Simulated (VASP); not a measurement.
A convergence study with VASP on KF (rock salt): one setting is varied, all else stays as given below, so the limit is that of these other settings.

```
KF
1.0
    0.00000     2.67500     2.67500
    2.67500     0.00000     2.67500
    2.67500     2.67500     0.00000
K F
1 1
Cartesian
  0.00000   0.00000   0.00000
  2.67500   2.67500   2.67500
```

Level of theory: PBE GGA, VASP's PBE PAW potentials (set 64) (plane waves; VASP). The tightest run used: 700 eV cut-off, 18×18×18 Γ-centred mesh, Gaussian smearing of 0.050 eV, potentials K_sv F.

**Question.** The settings run are 1×1×1 mesh; 2×2×2 mesh; 3×3×3 mesh; 4×4×4 mesh; 5×5×5 mesh; 6×6×6 mesh; 7×7×7 mesh; 8×8×8 mesh; 9×9×9 mesh; 10×10×10 mesh; 11×11×11 mesh; 12×12×12 mesh; 13×13×13 mesh; 14×14×14 mesh; 15×15×15 mesh; 16×16×16 mesh; 17×17×17 mesh; 18×18×18 mesh. From which on does the energy per atom stay within 0.005 eV/atom of the tightest run?

**Answer.** From 3×3×3 mesh on: it is off by 0.0004 there and by no more than 0.005 in any finer run, while 2×2×2 mesh is off by 0.0107.
| setting | E (eV/atom) | pressure (GPa) | irreducible k-points | difference judged (eV/atom) |
|---|---|---|---|---|
| 1×1×1 mesh | -2.6734 | 22.59 | 1 | 1.4745 |
| 2×2×2 mesh | -4.1372 | 1.34 | 3 | 0.0107 |
| 3×3×3 mesh | -4.1475 | 1.24 | 4 | 0.0004 |
| 4×4×4 mesh | -4.1479 | 1.23 | 8 | 0.0000 |
| 5×5×5 mesh | -4.1478 | 1.23 | 10 | 0.0001 |
| 6×6×6 mesh | -4.1479 | 1.23 | 16 | 0.0000 |
| 7×7×7 mesh | -4.1479 | 1.23 | 20 | 0.0000 |
| 8×8×8 mesh | -4.1479 | 1.23 | 29 | 0.0000 |
| 9×9×9 mesh | -4.1479 | 1.23 | 35 | 0.0000 |
| 10×10×10 mesh | -4.1479 | 1.23 | 47 | 0.0000 |
| 11×11×11 mesh | -4.1479 | 1.23 | 56 | 0.0000 |
| 12×12×12 mesh | -4.1479 | 1.23 | 72 | 0.0000 |
| 13×13×13 mesh | -4.1479 | 1.23 | 84 | 0.0000 |
| 14×14×14 mesh | -4.1479 | 1.23 | 104 | 0.0000 |
| 15×15×15 mesh | -4.1479 | 1.23 | 120 | 0.0000 |
| 16×16×16 mesh | -4.1479 | 1.23 | 145 | 0.0000 |
| 17×17×17 mesh | -4.1479 | 1.23 | 165 | 0.0000 |
| 18×18×18 mesh | -4.1479 | 1.23 | 195 | 0.0000 |

Left out are rungs that failed or repeat a setting and relaxations that didn't move; long series are thinned to 24 rows.

The compound is KF in the rock salt structure. The cell was not relaxed at this level.
